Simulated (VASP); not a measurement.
```xyz
3
Lattice="0.0000 2.7534 2.7534 2.7534 0.0000 2.7534 2.7534 2.7534 0.0000" Properties=species:S:1:pos:R:3 pbc="T T T"
Si     1.3767     1.3767     1.3767
Si     4.1301     4.1301     4.1301
Ni     0.0000     0.0000     0.0000
```

All values below come from PBE GGA, VASP's PBE PAW potentials (set 64) (plane waves; VASP 6.6.1). Numerical set-up: 300 eV cut-off, 14×14×14 Γ-centred mesh, Gaussian smearing of 0.10 eV, potentials Si Ni.

Q: Give the energies of bands 2 to 14 at the high-symmetry points, in eV from the Fermi level.

A: 
```
band      Γ      X      U      L      W
----  -----  -----  -----  -----  -----
2     -4.82  -7.58  -8.55  -9.63  -8.62
3     -4.82  -7.03  -7.00  -4.40  -6.69
4     -4.82  -4.24  -4.62  -4.40  -6.27
5     -3.18  -4.24  -4.09  -3.41  -3.41
6     -3.18  -3.28  -3.46  -3.01  -3.41
7     -0.70  -3.28  -3.12  -3.01  -3.28
8      1.66  -3.12  -2.65  -1.28  -2.88
9      1.66  -2.82  -2.39  -1.28  -2.20
10     1.66  -0.45   0.18   1.72   2.12
11     2.40   1.56   3.71   1.81   2.12
12     2.40   7.82   4.61   1.81   4.77
13     2.40   7.90   6.01   2.33   5.23
14     4.64   7.90   8.52   9.10   8.02
```

It has no gap at this level: it comes out as a metal or semimetal.

The structure is a typed NiSi2 crystal. The cell was not relaxed at this level. The run is one of a series of settings (NBANDS = 15 against the base run), some of them coarse on purpose. The run is not spin-polarised, so no magnetic state was tried.
